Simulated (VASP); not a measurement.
Energy against volume of Tl (hcp). All values below come from revPBE GGA, VASP's PBE PAW potentials (set 64) (plane waves; VASP 6.6.1). Run with 520 eV cut-off, 12×12×7 Γ-centred mesh, first-order Methfessel-Paxton smearing of 0.10 eV, potentials Tl_d.

Shape and ions are relaxed at each volume.

```json
[
 {"V (Å³/atom)": "31.893", "E (eV/atom)": "-1.90208"},
 {"V (Å³/atom)": "32.880", "E (eV/atom)": "-1.90513"},
 {"V (Å³/atom)": "33.866", "E (eV/atom)": "-1.90408"},
 {"V (Å³/atom)": "34.853", "E (eV/atom)": "-1.89973"}
]
```

### Question
Fit these four points and predict the energy of the run at 30.907 Å³/atom.

### Answer
A cubic in V^(−2/3), the third-order Birch-Murnaghan form, passes through the four points with V0 = 33.09 Å³/atom and B0 = 21 GPa, and gives -1.8940 eV/atom there. The run gave -1.8940 eV/atom, -0.0 meV/atom from the fit; all five points give B0 = 21 GPa.

The compound is Tl in the hcp structure. It was relaxed first, which changed the volume by +16 %.
